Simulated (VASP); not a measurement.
# Be2CdS3 (Cmc2_1) in VASP: phonons with PBE

Aim: the phonons of Be2CdS3 with PBE.

Everything below comes from runs of VASP 6.6.1. Logs are shortened: lines on timing, memory, paths and dates and some standing lists are left out, and cuts for length are marked.

### Step 1. The structure

The structure is orthorhombic, space group Cmc2_1 (No. 36). The conventional cell has a = 11.047 Å, b = 6.387 Å, c = 5.976 Å, α = 90.00°, β = 90.00°, γ = 90.00°. Be (site symmetry 1) is surrounded by 4 S at 2.12 to 2.14 Å. Around Cd (site symmetry m) lie 4 S at 2.55 to 2.57 Å. S (site symmetry 1) is surrounded by 3 Be at 2.12 to 2.14 Å. S (site symmetry m) is surrounded by 2 Be at 2.13 Å.

The cell was built by a generator and needn't be a form met in nature.

### Step 2. Phonons, PBE

Input file POSCAR:

```
Be2CdS3
1.0
    5.5236600000     -3.1932600000      0.0000000000
    5.5236600000      3.1932600000      0.0000000000
    0.0000000000      0.0000000000      5.9756000000
Be Cd S
4 2 6
Direct
    0.4850280000      0.1684930000      0.0043390000
    0.8315070000      0.5149720000      0.0043390000
    0.5149720000      0.8315070000      0.5043390000
    0.1684930000      0.4850280000      0.5043390000
    0.1783380000      0.8216620000      0.9994580000
    0.8216620000      0.1783380000      0.4994580000
    0.5489620000      0.8367180000      0.8610820000
    0.1632820000      0.4510380000      0.8610820000
    0.7827390000      0.2172610000      0.9248950000
    0.4510380000      0.1632820000      0.3610820000
    0.8367180000      0.5489620000      0.3610820000
    0.2172610000      0.7827390000      0.4248950000
```

Input file INCAR.step1:

```
SYSTEM = Be2CdS3
ALGO     = Normal         ! electronic algorithm
EDIFF    = 1E-8           ! SCF threshold, eV
EDIFFG   = -0.002         ! ionic threshold
ENCUT    = 520            ! plane-wave cutoff, eV
GGA      = PE             ! functional
IBRION   = 2              ! ionic algorithm
ISIF     = 3              ! what is computed and relaxed
ISMEAR   = 0              ! smearing method
KPAR     = 8            
LASPH    = .TRUE.         ! aspherical terms in the spheres
LCHARG   = .FALSE.        ! write CHGCAR
LREAL    = .FALSE.        ! projectors in reciprocal space
LWAVE    = .FALSE.        ! write WAVECAR
NELM     = 80             ! most SCF steps
NSW      = 40             ! ionic steps
PREC     = Accurate       ! precision mode
SIGMA    = 0.03           ! smearing width, eV
```

Input file INCAR.step2:

```
SYSTEM = Be2CdS3
ALGO     = Normal         ! electronic algorithm
EDIFF    = 1E-8           ! SCF threshold, eV
ENCUT    = 520            ! plane-wave cutoff, eV
GGA      = PE             ! functional
IBRION   = 6              ! ionic algorithm
ISIF     = 2              ! what is computed and relaxed
ISMEAR   = 0              ! smearing method
KPAR     = 8            
LASPH    = .TRUE.         ! aspherical terms in the spheres
LCHARG   = .FALSE.        ! write CHGCAR
LREAL    = .FALSE.        ! projectors in reciprocal space
LWAVE    = .FALSE.        ! write WAVECAR
NELM     = 80             ! most SCF steps
NFREE    = 2            
NSW      = 1              ! ionic steps
POTIM    = 0.015          ! step
PREC     = Accurate       ! precision mode
SIGMA    = 0.03           ! smearing width, eV
```

Input file KPOINTS:

```
k-points
0
G
  4 4 4
  0 0 0
```

Potentials or basis: VASP PAW PBE potentials, release 64 (Be, Cd, S).

On the command line:

```sh
cat potpaw_PBE.64/Be/POTCAR potpaw_PBE.64/Cd/POTCAR potpaw_PBE.64/S/POTCAR > POTCAR
cp INCAR.step1 INCAR
mpirun -np 8 vasp_std > vasp.out
cp CONTCAR POSCAR
cp INCAR.step2 INCAR
mpirun -np 8 vasp_std > vasp.out
```

OUTCAR:

```text
SYSTEM = Be2CdS3
   EDIFF = 1E-8
   ENCUT = 520
   GGA = PE
   IBRION = 6
   ISIF = 2
   ISMEAR = 0
   LASPH = .TRUE.
   LREAL = .FALSE.
   NELM = 80
   NFREE = 2
   NSW = 1
   POTIM = 0.015
   PREC = Accurate

 ion  position               nearest neighbor table
   1  0.485  0.169  0.004-   8 2.12   7 2.13   9 2.13  10 2.14
   2  0.831  0.515  0.004-   7 2.12   8 2.13   9 2.13  11 2.14
   3  0.515  0.831  0.504-  11 2.12  10 2.13  12 2.13   7 2.14
   4  0.169  0.485  0.504-  10 2.12  11 2.13  12 2.13   8 2.14
   5  0.178  0.822  0.999-   7 2.55   8 2.55  12 2.55   9 2.56   6 3.76   6 3.76
   6  0.822  0.178  0.499-  10 2.55  11 2.55   9 2.55  12 2.56   5 3.76   5 3.76
   7  0.549  0.837  0.861-   2 2.12   1 2.13   3 2.14   5 2.55
   8  0.163  0.451  0.861-   1 2.12   2 2.13   4 2.14   5 2.55
   9  0.783  0.217  0.925-   1 2.13   2 2.13   6 2.55   5 2.56
  10  0.451  0.163  0.361-   4 2.12   3 2.13   1 2.14   6 2.55
  11  0.837  0.549  0.361-   3 2.12   4 2.13   2 2.14   6 2.55
  12  0.217  0.783  0.425-   3 2.13   4 2.13   5 2.55   6 2.56

  LATTYP: Found a base centered orthorhombic cell.
 ALAT       =     6.3857979917
 B/A-ratio  =     1.7301023672
 C/A-ratio  =     0.9357835436

  Lattice vectors:

 A1 = (  -5.5240421108,  -3.1928989958,   0.0000000000)
 A2 = (   5.5240421108,  -3.1928989958,   0.0000000000)
 A3 = (   0.0000000000,   0.0000000000,   5.9757246735)

Analysis of symmetry for initial positions (statically):
=====================================================================
 Subroutine PRICEL returns:
 Original cell was already a primitive cell.

 Routine SETGRP: Setting up the symmetry group for a
 base centered orthorhombic supercell.

 Subroutine GETGRP returns: Found  4 space group operations
 (whereof  2 operations were pure point group operations)
 out of a pool of  8 trial point group operations.

The static configuration has the point symmetry C_1h.
[... 182 lines left out ...]

------------------------ aborting loop because EDIFF is reached ----------------------------------------

  FORCE on cell =-STRESS in cart. coord.  units (eV):
  Direction    XX          YY          ZZ          XY          YZ          ZX
  --------------------------------------------------------------------------------------
  -------------------------------------------------------------------------------------
  Total       -0.0026907      0.0080392     -0.0057691      0.0000000      0.0000000      0.0000000
  in kB       -0.0204507      0.0611030     -0.0438488      0.0000000      0.0000000      0.0000000
  external PRESSURE =      -0.0010655 kB  Pullay stress =       0.0000000 kB
[... 119 lines left out ...]
  FREE ENERGIE OF THE ION-ELECTRON SYSTEM (eV)
  ---------------------------------------------------
  free  energy   TOTEN  =       -51.9417581061 eV

  energy  without entropy=      -51.9417581061  energy(sigma->0) =      -51.94175811

[... ionic steps 4 to 22 ...]

--------------------------------------- Ionic step       23  -------------------------------------------

 number of electron      68.0000006 magnetization

------------------------ aborting loop because EDIFF is reached ----------------------------------------
[... 87 lines left out ...]
--------------------------------------- Ionic step       25  -------------------------------------------

 number of electron      68.0000006 magnetization

 Free energy of the ion-electron system (eV)
  ---------------------------------------------------
  ext. energy  EPLUGINS =         0.00000000
  ---------------------------------------------------
  free energy    TOTEN  =       -51.94167806 eV

  energy without entropy =      -51.94167806  energy(sigma->0) =      -51.94167806

 E-fermi :   3.0314     XC(G=0):  -9.5974

 val. band max:        2.8793434336   @ k =   0.0000   0.0000   0.0000
 cond. band min:       5.9486786184   @ k =   0.0000   0.0000   0.0000
 fundamental gap:      3.0693351848
 Fermi energy:         3.0313784421

 k-point     1 :       0.0000    0.0000    0.0000
  band No.  band energies     occupation
      1     -10.1862      2.00000
      2      -9.0771      2.00000
      3      -8.7337      2.00000
      4      -8.7179      2.00000
      5      -8.6965      2.00000
      6      -8.6932      2.00000
[... 1084 lines left out ...]
  FREE ENERGIE OF THE ION-ELECTRON SYSTEM (eV)
  ---------------------------------------------------
  free  energy   TOTEN  =       -51.9416780579 eV

  energy  without entropy=      -51.9416780579  energy(sigma->0) =      -51.94167806

 INTERNAL STRAIN TENSORS FROM DISPLACED ATOMS
 ============================================

 INTERNAL STRAIN TENSOR FOR ION    1 for displacements in x,y,z  (eV/Angst):
          X           Y           Z          XY          YZ          ZX
  --------------------------------------------------------------------------------
  x     1.05339    -0.85521    -0.27078    -2.51366     0.07643    -1.97019
  y    -2.61206     2.57803     0.08095    -0.92763    -2.50244    -0.29291
  z    -1.85701    -2.30646     2.93730    -0.11673     0.26180    -0.87209
[... 8 lines left out ...]
 INTERNAL STRAIN TENSOR FOR ION   12 for displacements in x,y,z  (eV/Angst):
          X           Y           Z          XY          YZ          ZX
  --------------------------------------------------------------------------------
  x     0.00000     0.00000     0.00000    -4.74907     0.00000     1.59726
  y    -4.94696     6.57214     1.35521     0.00000     1.42679     0.00000
  z     2.30867     1.34509    -6.82125     0.00000     0.21605     0.00000

 Eigenvectors and eigenvalues of the dynamical matrix
   1 f  =   16.203010 THz   101.806514 2PiTHz  540.474235 cm-1    67.010235 meV
   2 f  =   16.084985 THz   101.064942 2PiTHz  536.537351 cm-1    66.522123 meV
   3 f  =   15.937679 THz   100.139388 2PiTHz  531.623736 cm-1    65.912913 meV
   4 f  =   15.910687 THz    99.969796 2PiTHz  530.723396 cm-1    65.801285 meV
   5 f  =   15.499285 THz    97.384881 2PiTHz  517.000503 cm-1    64.099864 meV
   6 f  =   15.181797 THz    95.390042 2PiTHz  506.410229 cm-1    62.786838 meV
[... 25 lines left out ...]
  32 f  =    2.187001 THz    13.741332 2PiTHz   72.950499 cm-1     9.044705 meV
  33 f  =    2.167977 THz    13.621802 2PiTHz   72.315932 cm-1     8.966029 meV
  34 f/i=    0.000938 THz     0.005894 2PiTHz    0.031290 cm-1     0.003879 meV
  35 f/i=    0.002680 THz     0.016838 2PiTHz    0.089390 cm-1     0.011083 meV
  36 f/i=    0.011532 THz     0.072459 2PiTHz    0.384676 cm-1     0.047694 meV

 ELASTIC MODULI CONTR FROM IONIC RELAXATION (kBar)
 Direction    XX          YY          ZZ          XY          YZ          ZX
 --------------------------------------------------------------------------------
 XX        -250.5308    111.3469     95.5639     -0.0000     -0.0000      0.0000
 YY         111.3469   -223.0040     99.4925      0.0000     -0.0000     -0.0000
 ZZ          95.5639     99.4925   -269.2620     -0.0000      0.0000      0.0000
 XY          -0.0000      0.0000     -0.0000   -169.2902     -0.0000     -0.0000
 YZ          -0.0000      0.0000      0.0000     -0.0000    -54.7562      0.0000
 ZX          -0.0000     -0.0000      0.0000     -0.0000      0.0000    -69.5970
 --------------------------------------------------------------------------------
```

Run time: 10 min. Hardware: 8 MPI ranks of Intel Xeon Platinum 8559C (Emerald Rapids), shared host; peak memory 0.67 GiB.

What came out:

- Highest phonon frequency at Γ, LO-TO splitting left out: 540 cm⁻¹

Phonon frequencies in cm⁻¹ (negative: imaginary):
| q point | frequencies |
| --- | --- |
| (0.000, 0.000, 0.000) | 0 0 0 72 73 87 116 131 141 190 193 247 248 250 252 271 276 279 280 306 311 316 318 339 472 475 478 486 496 496 506 517 531 532 537 540 |
